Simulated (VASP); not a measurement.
```yaml
crystal:
  lattice:
    - [0.00000, 2.43451, 2.43451]
    - [2.43451, 0.00000, 2.43451]
    - [2.43451, 2.43451, 0.00000]
  atoms:
    - { symbol: B, position: [0.00000, 0.00000, 0.00000] }
    - { symbol: As, position: [0.25000, 0.25000, 0.25000] }
```

Level of theory: AM05 GGA, VASP's PBE PAW potentials (set 64) (plane waves; VASP 6.6.1). Settings: 520 eV cut-off, 10×10×10 Γ-centred mesh, Gaussian smearing of 0.050 eV, potentials B As.

Problem. Give the stress tensor in GPa (positive for a compressed cell).

Solution. 
```
-7.23   0.00   0.00
 0.00  -7.23   0.00
 0.00   0.00  -7.23
```
The pressure is its mean diagonal, -7.23 GPa.

The compound is BAs in the zinc blende structure. This cell is one point of a volume scan, at 1.06 of the reference volume.
